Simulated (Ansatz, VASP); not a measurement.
# Cross-check of Te2Mo between VASP and Ansatz

Wanted: the spread between two codes on one cell, functional and k mesh. The structure shown is the end of the Ansatz relaxation below.

Calculated with Ansatz 0.2.0; plane waves, with VASP 6.6.1 beside it; single point at PBE with D3(BJ).

## (1) The structure

Symmetry: P6_3/mmc, No. 194, hexagonal system. Conventional cell: a = 3.462 Å, b = 3.462 Å, c = 13.765 Å, α = 90.00°, β = 90.00°, γ = 120.00°. Nearest to Te lie 3 Mo at 2.71 Å. Nearest to Mo lie 6 Te at 2.71 Å. Farther neighbours and most contacts between anions are not listed.

## (2) Ansatz: relaxation, PBE with D3(BJ)

Ansatz runs on its PAW soft_1 files.

This run makes the geometry at which the two programs are then compared.

The input, input.yaml:

```yaml
crystal:
  lattice:
    - [3.46165281, 0.0, 0.0]
    - [-1.730826405, 2.9978792725, 0.0]
    - [0.0, 0.0, 13.783058118]
  atoms:
    - { symbol: Te, position: [0.3333333, 0.6666667, 0.617383] }
    - { symbol: Te, position: [0.6666667, 0.3333333, 0.117383] }
    - { symbol: Te, position: [0.3333333, 0.6666667, 0.882617] }
    - { symbol: Te, position: [0.6666667, 0.3333333, 0.382617] }
    - { symbol: Mo, position: [0.3333333, 0.6666667, 0.25] }
    - { symbol: Mo, position: [0.6666667, 0.3333333, 0.75] }
kpoints:
  mp_grid: { grid: [9, 9, 2] }
scf:
  occupations: { method: fermi_dirac, width: 0.02 }
hamiltonian:
  xc: pbe
  pseudopotentials: { kind: paw, azcp: { folder: soft_1 } }
  dispersion: d3bj
basis:
  ecutwfc: 600
output:
  forces: true
  stress: true
relax:
  f_tol: 0.005
  max_steps: 70
  cell: { stress_tol: 0.02, p_target: 0, fix: [a, b, alpha, beta, gamma] }
```

Run with:

```sh
$ ansatz run input.yaml --threads 4 --pin off --max-ram 10240MiB --backend cpu --events-out ev --progress --plain --runs-dir out
```

Numbers of over 12 decimals in the logs are rounded to 6 here.

The program printed:

```text
Engine: ansatz 0.2.0, x86_64-unknown-linux-gnu
Pseudopotentials: kind: paw
Pseudopotential: Te, paw, valence charge 16, recommended cutoff 420 eV (normal), soft_1/Te.paw.azcp
Pseudopotential: Mo, paw, valence charge 14, recommended cutoff 420 eV (normal), soft_1/Mo.paw.azcp
Functional definition: PBE
  parameter kappa = 0.804
  parameter beta = 0.066725
  exchange = pbe_x(kappa = kappa, mu = beta*pi^2/3)
  correlation = pbe_c(beta = beta)
Crystal: 6 atoms, lattice volume = 143.035 Å³
Basis set: ecut = 600 eV, 4675 PW (Γ), exchange–correlation on 60×60×240 points (8 copies of the dense FFT grid, shifted against one another)
Bands: 56, of which v1, the nominal top of the filled ones, is band 46 counted from 1 (45 counted from 0)
Symmetry: 24 space group operations
Space group: P63/mmc (ITA 194), of the structure as read, at distance tolerance 5.2e-5 Å
k-points: 24 of 162
Non-local potential: Te, projectors of the file, l = 0: 2, l = 1: 2, l = 2: 2, l = 3: 1
Non-local potential: Mo, projectors of the file, l = 0: 3, l = 1: 2, l = 2: 2, l = 3: 1
PAW form: soft (Blöchl's): semilocal exchange-correlation on the pseudo side does not see the compensation charge
PAW one-centre angular grid: Te, 590 points (default); XC on 64 Gauss nodes
PAW one-centre angular grid: Mo, 590 points (default); XC on 64 Gauss nodes
Initial density: superposition of atomic densities (chi_scale 0.1, normalization cell, long waves kept (reshape's long-wave potential 0.01 eV rms))
Initial wavefunctions: pseudopotential atomic-orbital guess
Functional: x = pbe(κ = 0.804, μ = 0.219515), c = pbe(β = 0.066725)
SCF iter   1: F=—  HF=-37838.464657 eV  |F-HF|=—  |Δ(HF+E_count)|=         —  Δρ=5.43e-2  dr2=5.87e0  ethr=3.10e-3  ⟨swp⟩=7.6  Hψ=5365  notcnv=0
preconditioner: auto → Resta (q_TF=auto, 2.535 Å⁻¹)  ε∞=6.5  [insulator: Δε(μ)=0.706 eV  Ē_g=7.951 eV  σ=0.020 eV  W_gap=1.00  n_scr=52 (ndim 8)  ℏωp=18.6 eV  f_vac=0.002  D(μ)=0.00/eV (n_scr^D=0)  ε∞_Penn≈6.5]
SCF iter   2: F=—  HF=-37837.431058 eV  |F-HF|=—  |Δ(HF+E_count)|=    1.03e0  Δρ=2.91e-2  dr2=1.60e0  ethr=3.10e-3  ⟨swp⟩=2.0  Hψ=1930  notcnv=0  defer=63
SCF iter   3: F=—  HF=-37837.081567 eV  |F-HF|=—  |Δ(HF+E_count)|=   3.49e-1  Δρ=4.14e-3  dr2=2.32e-2  ethr=1.73e-3  ⟨swp⟩=2.5  Hψ=1831  notcnv=0  defer=63
SCF iter   4: F=—  HF=-37837.082907 eV  |F-HF|=—  |Δ(HF+E_count)|=   1.34e-3  Δρ=1.22e-3  dr2=3.38e-3  ethr=2.53e-5  ⟨swp⟩=2.1  Hψ=2163  notcnv=0  defer=63
SCF iter   5: F=—  HF=-37837.082857 eV  |F-HF|=—  |Δ(HF+E_count)|=   4.96e-5  Δρ=3.48e-4  dr2=3.05e-4  ethr=3.68e-6  ⟨swp⟩=2.0  Hψ=1885  notcnv=0  defer=63
SCF iter   6: F=—  HF=-37837.082931 eV  |F-HF|=—  |Δ(HF+E_count)|=   7.40e-5  Δρ=1.39e-4  dr2=4.76e-5  ethr=3.31e-7  ⟨swp⟩=2.0  Hψ=1602  notcnv=0  defer=63
SCF iter   7: F=—  HF=-37837.082983 eV  |F-HF|=—  |Δ(HF+E_count)|=   5.18e-5  Δρ=2.42e-5  dr2=1.05e-6  ethr=5.18e-8  ⟨swp⟩=2.0  Hψ=1648  notcnv=0  defer=63
SCF iter   8: F=-37837.082984 eV  HF=-37837.082984 eV  |F-HF|=4.18e-8  |Δ(HF+E_count)|=   1.08e-6  Δρ=6.93e-6  dr2=7.53e-8  ethr=1.09e-10  ⟨swp⟩=5.0  Hψ=5005  notcnv=0
SCF 1 converged in 8 iterations: F = -37837.082984 eV  dr2 = 7.53e-8
  greatest PAW one-centre occupation: 0.999 electrons in one spin orbital (limit 2), on the Mo atom at site 5 (counted from 0), in its partial waves of l = 0
relax step   1: F+E_penalty+E_count = -37837.08298391 eV  Δ(F+E_penalty+E_count) = +0.000e0 eV  max|allowed force component| = 4.533e-2 eV/Å  Δτ_max = 0.0000 Å  P = +1.232 GPa  Ω = 143.035 Å³  fix = [a, b, alpha, beta, gamma]  reactions: a +1.736, b +1.736 GPa  (8 SCF iters, dr2 threshold 1.00e-7 eV, accepted)
[...]
relax step   2: F+E_penalty+E_count = -37837.08009110 eV  Δ(F+E_penalty+E_count) = +2.893e-3 eV  max|allowed force component| = 1.471e-1 eV/Å  Δτ_max = 0.0198 Å  P = +0.591 GPa  Ω = 142.420 Å³  energy of the carried Pulay correction = +1.830e-5 eV  fix = [a, b, alpha, beta, gamma]  (6 SCF iters, dr2 threshold 1.28e-7 eV, rejected (line search))
[...]
relax step   3: F+E_penalty+E_count = -37837.08332173 eV  Δ(F+E_penalty+E_count) = -3.378e-4 eV  max|allowed force component| = 3.679e-4 eV/Å  Δτ_max = 0.0051 Å  P = +1.086 GPa  Ω = 142.850 Å³  energy of the carried Pulay correction = +5.502e-6 eV  fix = [a, b, alpha, beta, gamma]  reactions: a +1.632, b +1.632 GPa  (9 SCF iters, accepted)
[...]
relax step   4: F+E_penalty+E_count = -37837.08331443 eV  Δ(F+E_penalty+E_count) = +7.308e-6 eV  max|allowed force component| = 3.669e-4 eV/Å  Δτ_max = 0.0000 Å  P = +1.086 GPa  Ω = 142.850 Å³  fix = [a, b, alpha, beta, gamma]  reactions: a +1.632, b +1.632 GPa  stress off target by 4.45e-3 GPa on what of the cell is left free  SCF on the basis re-selected at this cell (its energy is not comparable with the rows above)  (8 SCF iters)
basis re-selected at this cell: Δ(F+E_penalty+E_count) = +7.308e-6 eV, ΔP = -0.000 GPa vs the last step (what re-selecting the basis moved, of the pressure what is left beyond the Pulay correction that the steps carried, after the strain that the cell walked since its last selection, with what the two solves' SCF thresholds leave and, on support functions, any second-order correction that the steps lacked; it is no m [...]
SCF converged after 8 iterations
Free energy (F): -37837.083314 eV
Harris-Foulkes:  -37837.083314 eV  (|F-HF|=0.00e0)
Internal energy: -37837.083314 eV  (E = F + TS)
E sigma→0 (E₀):  -37837.083314 eV
Fermi energy:    13.632009 eV
--- Per-component energies (eV) ---
  E_band       = -1070.886995
  E_kinetic    = 1539.813015
  E_local      = -8304.949119  (includes V_loc(G=0)·N_el)
  E_nonlocal   = 565.249232
  E_hartree    = 3943.850349
  E_xc         = -844.183158
  E_vxc        = -849.948563  (∫ρ·V_xc dr)
  E_paw        = -25112.324092  (= ΣΔE_a)
  E_vpaw       = -1908.752305  (= ΣTr[D̂ρ^β])
  E_aug_tail   = 0.000055  (compensation charges beyond the density's cutoff)
  E_ewald      = -9621.163661
  E_disp       = -3.375935  (pairwise vdW)
  E_smearing   = -0.000000  (= −TS)
  E_closure    = 0.000000  (closes the sum)
  Σ components = -37837.083314   (vs F -37837.083314, Δ=0.00e0)
--- Forces (eV/Å), atoms counted from 1 ---
  atom   1  Te     0.00000000     0.00000000     0.00036690
  atom   2  Te    -0.00000000    -0.00000000     0.00036690
  atom   3  Te     0.00000000     0.00000000    -0.00036690
  atom   4  Te     0.00000000    -0.00000000    -0.00036690
  atom   5  Mo    -0.00000000     0.00000000     0.00000000
  atom   6  Mo     0.00000000    -0.00000000     0.00000000
  max |Σ_I F_I| component: 4.63e-18 eV/Å
--- Stress (GPa, compression-positive) ---
        1.631948       0.000000       0.000000
        0.000000       1.631948       0.000000
        0.000000       0.000000      -0.004451
  P = ⅓ Tr σ = 1.0865 GPa (10.865 kbar)
--- Relaxed structure (3 steps of the walk, 2 accepted, 1 SCFs on fresh bases) ---
  F+E_penalty+E_count = -37837.08331443 eV   max|allowed force component| = 3.669e-4 eV/Å   (the final SCF, on the basis selected at the relaxed cell)
  cell:  # Å, volume = 142.8498 Å³
    - [3.461653, 0, 0.0]
    - [-1.730826, 2.997879, 0.0]
    - [0.0, 0.0, 13.765181]
  atoms:
    - { symbol: Te, position: [0.333333, 0.666667, 0.617013] }
    - { symbol: Te, position: [0.666667, 0.333333, 0.117013] }
    - { symbol: Te, position: [0.333333, 0.666667, 0.882987] }
    - { symbol: Te, position: [0.666667, 0.333333, 0.382987] }
    - { symbol: Mo, position: [0.333333, 0.666667, 0.25] }
    - { symbol: Mo, position: [0.666667, 0.333333, 0.750000] }
```

The column dr2 measures how far the density is from self-consistency, as an energy; F and HF (Harris–Foulkes) agree once it is small.

## (3) VASP: single point, PBE with D3(BJ), pair 1

The same cell, functional, mesh and smearing now go to VASP, with its own data sets.

Lines of VASP's logs that name or quote its potential files are left out, and so is its time.

The input, INCAR:

```
SYSTEM = Te2Mo
PREC = Accurate
ENCUT = 500
EDIFF = 1E-06
NELM = 120
ISMEAR = -1
SIGMA = 0.02
LREAL = .FALSE.
ALGO = Normal
GGA = PE
IVDW = 12
NBANDS = 32
LASPH = .TRUE.
LORBIT = 11
LWAVE = .FALSE.
LCHARG = .FALSE.
ISIF = 2
GGA_COMPAT = .FALSE.
EFERMI = MIDGAP
KPAR = 2
```

The input, POSCAR:

```
Te2Mo
1.0
    3.4616528100      0.0000000000      0.0000000000
   -1.7308264050      2.9978792725      0.0000000000
    0.0000000000      0.0000000000     13.7651813066
Te Mo
4 2
Direct
    0.3333333333      0.6666666667      0.6170127118
    0.6666666667      0.3333333333      0.1170127118
    0.3333333333      0.6666666667      0.8829872882
    0.6666666667      0.3333333333      0.3829872882
    0.3333333333      0.6666666667      0.2500000000
    0.6666666667      0.3333333333      0.7500000000
```

The input, KPOINTS:

```
Automatic mesh
0
Gamma
9 9 2
0 0 0
```

The projector-augmented-wave data sets are Te and Mo_sv (PBE family, release 64).

Run with:

```sh
$ mpirun -np 2 vasp_std
```

The program printed:

```text
[banner, memory and clock lines left out]
running    2 mpi-ranks, on    1 nodes
 distrk:  each k-point on    1 cores,    2 groups
 distr:  one band on    1 cores,    1 groups

 POSCAR found type information on POSCAR TeMo
 POSCAR found :  2 types and       6 ions
 LDA part: xc-table for (Slater+PW92), standard interpolation
 POSCAR, INCAR and KPOINTS ok, starting setup
 FFT: planning ... GRIDC
 FFT: planning ... GRID_SOFT
 FFT: planning ... GRID
 WAVECAR not read
 entering main loop
       N       E                     dE             d eps       ncg     rms          rms(c)
DAV:   1     0.400170555144E+03    0.40017E+03   -0.26726E+04  1776   0.142E+03
DAV:   2    -0.143522428161E+02   -0.41452E+03   -0.40480E+03  1936   0.341E+02
DAV:   3    -0.365703589590E+02   -0.22218E+02   -0.21962E+02  1960   0.671E+01
DAV:   4    -0.370687572481E+02   -0.49840E+00   -0.49706E+00  1832   0.102E+01
DAV:   5    -0.370832382439E+02   -0.14481E-01   -0.14476E-01  2048   0.172E+00    0.225E+01
DAV:   6    -0.362675400078E+02    0.81570E+00   -0.68244E+00  1760   0.135E+01    0.892E+00
DAV:   7    -0.362654272690E+02    0.21127E-02   -0.68386E+00  1656   0.107E+01    0.614E+00
DAV:   8    -0.358423860460E+02    0.42304E+00   -0.16812E+00  1824   0.600E+00    0.323E+00
DAV:   9    -0.358479409697E+02   -0.55549E-02   -0.20538E-01  1968   0.207E+00    0.139E+00
DAV:  10    -0.358414307095E+02    0.65103E-02   -0.46235E-02  1848   0.114E+00    0.403E-01
DAV:  11    -0.358416358777E+02   -0.20517E-03   -0.24650E-03  1912   0.246E-01    0.291E-01
DAV:  12    -0.358415533273E+02    0.82550E-04   -0.36436E-04  1880   0.822E-02    0.193E-01
DAV:  13    -0.358415066612E+02    0.46666E-04   -0.16733E-04  1864   0.686E-02    0.829E-02
DAV:  14    -0.358415084167E+02   -0.17555E-05   -0.98927E-06  1728   0.132E-02    0.632E-02
DAV:  15    -0.358415069135E+02    0.15032E-05   -0.15869E-06  1216   0.672E-03    0.353E-02
DAV:  16    -0.358415053005E+02    0.16130E-05   -0.33513E-06  1360   0.835E-03    0.137E-02
DAV:  17    -0.358415049813E+02    0.31923E-06   -0.45611E-07   992   0.336E-03
   1 F= -.39216495E+02 E0= -.39216495E+02  d E =-.105482E-08
```

OUTCAR, selected parts (step 3):

```text
ion  position               nearest neighbor table
   1  0.333  0.667  0.617-   6 2.71   6 2.71   6 2.71   3 3.66
   2  0.667  0.333  0.117-   5 2.71   5 2.71   5 2.71   4 3.66
   3  0.333  0.667  0.883-   6 2.71   6 2.71   6 2.71   1 3.66
   4  0.667  0.333  0.383-   5 2.71   5 2.71   5 2.71   2 3.66
   5  0.333  0.667  0.250-   2 2.71   4 2.71   2 2.71   4 2.71   2 2.71   4 2.71
   6  0.667  0.333  0.750-   1 2.71   3 2.71   1 2.71   3 2.71   1 2.71   3 2.71

  LATTYP: Found a hexagonal cell.
 ALAT       =     3.4616528100
 C/A-ratio  =     3.9764765741

 Subroutine GETGRP returns: Found 24 space group operations
 (whereof 12 operations were pure point group operations)

The static configuration has the point symmetry D_3d.
 The point group associated with its full space group is D_6h.

 Found     24 irreducible k-points:

   k-points           NKPTS =     24   k-points in BZ     NKDIM =     24   number of bands    NBANDS=     32

   dimension x,y,z NGX =    28 NGY =   28 NGZ =  100
   dimension x,y,z NGXF=    56 NGYF=   56 NGZF=  200

   ENCUT  =  500.0 eV  36.75 Ry    6.06 a.u.   6.31  6.31 25.10*2*pi/ulx,y,z

   NELECT =      52.0000    total number of electrons

 k-points in reciprocal lattice and weights: Automatic mesh
   0.00000000  0.00000000  0.00000000       0.006
   0.11111111  0.00000000  0.00000000       0.037
   0.22222222  0.00000000  0.00000000       0.037
   0.33333333  0.00000000  0.00000000       0.037
   0.44444444  0.00000000  0.00000000       0.037
   0.11111111  0.11111111  0.00000000       0.037
   0.22222222  0.11111111  0.00000000       0.074
   0.33333333  0.11111111  0.00000000       0.074
   0.44444444  0.11111111  0.00000000       0.037
[...]
0.33333333  0.22222222  0.50000000       0.074
   0.33333333  0.33333333  0.50000000       0.012

 average (electrostatic) potential at core
       1 -85.5707       2 -85.5707       3 -85.5707       4 -85.5707       5 -72.7344
       6 -72.7344

 E-fermi :   9.1165

 k-point     1 :       0.0000    0.0000    0.0000
  band No.  band energies     occupation
    ...
     22       7.8426      2.00000
     23       7.8873      2.00000
     24       7.8873      2.00000
     25       8.5239      2.00000
     26       8.7531      2.00000
     27      11.8285      0.00000
     28      11.8285      0.00000
     29      12.0118      0.00000
     30      12.0118      0.00000
     31      12.0207      0.00000
    ...

 k-point     2 :       0.1111    0.0000    0.0000
  band No.  band energies     occupation
    ...
     22       7.6031      2.00000
     23       7.6646      2.00000
     24       7.7928      2.00000
     25       8.5685      2.00000
     26       8.7470      2.00000
     27      11.2540      0.00000
     28      11.2695      0.00000
     29      11.3657      0.00000
     30      11.4155      0.00000
     31      11.5977      0.00000
    ...

 k-point     3 :       0.2222    0.0000    0.0000
  band No.  band energies     occupation
    ...
     22       7.5911      2.00000
     23       7.6314      2.00000
     24       7.6739      2.00000
     25       7.9684      2.00000
     26       8.1174      2.00000
     27      10.1279      0.00000
     28      10.6123      0.00000
     29      10.7841      0.00000
     30      10.8573      0.00000
     31      11.2927      0.00000
    ...

 Edisp (eV)   -3.37499

  Total       1.44390     1.44390     0.06535     0.00000     0.00000    -0.00000
  in kB      16.19447    16.19447     0.73301     0.00000     0.00000    -0.00000
  external pressure =       11.04 kB  Pullay stress =        0.00 kB

  energy-cutoff  :      500.00
  volume of cell :      142.85
      direct lattice vectors                 reciprocal lattice vectors
     3.461652810  0.000000000  0.000000000     0.288879346  0.166784568  0.000000000
    -1.730826405  2.997879273  0.000000000     0.000000000  0.333569136  0.000000000
     0.000000000  0.000000000 13.765181307     0.000000000  0.000000000  0.072647063

 POSITION                                       TOTAL-FORCE (eV/Angst)
 -----------------------------------------------------------------------------------
     -0.00000      1.99859      8.49329        -0.000000      0.000000     -0.017053
      1.73083      0.99929      1.61070         0.000000     -0.000000     -0.017053
     -0.00000      1.99859     12.15448        -0.000000      0.000000      0.017053
      1.73083      0.99929      5.27189         0.000000     -0.000000      0.017053
     -0.00000      1.99859      3.44130         0.000000     -0.000000     -0.000000
      1.73083      0.99929     10.32389        -0.000000      0.000000     -0.000000
 -----------------------------------------------------------------------------------
    total drift:                                0.000000     -0.000000      0.000000

  FREE ENERGIE OF THE ION-ELECTRON SYSTEM (eV)
  ---------------------------------------------------
  free  energy   TOTEN  =       -39.2164947372 eV

  energy  without entropy=      -39.2164947362  energy(sigma->0) =      -39.21649474

 total charge
# of ion       s       p       d       tot
------------------------------------------
    1        1.388   1.981   0.069   3.437
    2        1.388   1.981   0.069   3.437
    3        1.388   1.981   0.069   3.437
    4        1.388   1.981   0.069   3.437
    5        2.256   6.150   4.007  12.413
    6        2.256   6.150   4.007  12.413
--------------------------------------------------
tot         10.063  20.223   8.288  38.574

[... 3 further parts left out ...]
```

This run has no spin polarisation, so a moment on Mo, if there is one, isn't seen.

## (4) Differences

Known differences besides the potentials themselves: the data sets hold 92 valence electrons in Ansatz (on its PAW soft_1 files) and 52 in VASP; the cutoff is 600 eV in Ansatz and 500 eV in VASP; Ansatz's pressure holds a Pulay correction, VASP's none. Total energies have different zeros and are not compared.

Both answers:

```csv
quantity,Ansatz,VASP,difference
pressure (GPa),1.09,1.10,-0.02
gap on the k mesh (eV),0.707,0.710,-0.003
```

At this near-relaxed geometry the largest component of a force difference is 17 meV/Å. A gap on the mesh is an upper bound, since the band edges may lie between its points.

## (5) Ansatz: relaxation, PBE with D3(BJ)

This run makes the geometry at which the two programs are then compared. The cell compared in this pair holds 147.32 Å³, against 142.85 Å³ for the pair before.

The structure compared here is the end of the Ansatz relaxation.

input.yaml, as its differences from that of step 2:

```diff
@@ -2,5 +2,5 @@
   lattice:
-    - [3.46165281, 0.0, 0.0]
-    - [-1.730826405, 2.9978792725, 0.0]
-    - [0.0, 0.0, 13.783058118]
+    - [3.53158519, 0.0, 0.0]
+    - [-1.765792595, 3.0584424902, 0.0]
+    - [0.0, 0.0, 13.618647882]
   atoms:
```

Run with:

```sh
$ ansatz run input.yaml --threads 4 --pin off --max-ram 10240MiB --backend cpu --events-out ev --progress --plain --runs-dir out
```

The program printed:

```text
[...]
Crystal: 6 atoms, lattice volume = 147.097 Å³
Basis set: ecut = 600 eV, 4873 PW (Γ), exchange–correlation on 60×60×240 points (8 copies of the dense FFT grid, shifted against one another)
Bands: 56, of which v1, the nominal top of the filled ones, is band 46 counted from 1 (45 counted from 0)
Symmetry: 24 space group operations
[...]
k-points: 24 of 162
[...]
cell:  # Å, volume = 147.3156 Å³
    - [3.531585, 0, 0.0]
    - [-1.765793, 3.058442, 0.0]
    - [0.0, 0.0, 13.638880]
  atoms:
    - { symbol: Te, position: [0.333333, 0.666667, 0.617748] }
    - { symbol: Te, position: [0.666667, 0.333333, 0.117748] }
    - { symbol: Te, position: [0.333333, 0.666667, 0.882252] }
    - { symbol: Te, position: [0.666667, 0.333333, 0.382252] }
    - { symbol: Mo, position: [0.333333, 0.666667, 0.250000] }
    - { symbol: Mo, position: [0.666667, 0.333333, 0.750000] }
[key lines of the parts left out:]
SCF converged after 5 iterations
Free energy (F): -37837.083945 eV
Fermi energy:    13.181017 eV
P = ⅓ Tr σ = -1.0122 GPa (-10.122 kbar)
```

[end of part 1 of 2]

[Lines on the potential files, build, host, timing and source positions are cut from VASP's logs without a mark.]

[Logs are printed without paths, hosts, clocks, repeated set-up lines and the standing remarks that a program may print on its own settings, such as how far it seeks lower states.]

[Hosts, paths, dates, database ids (printed as entryN), source tags and the programs' standing remarks are cut or masked in the printed files.]
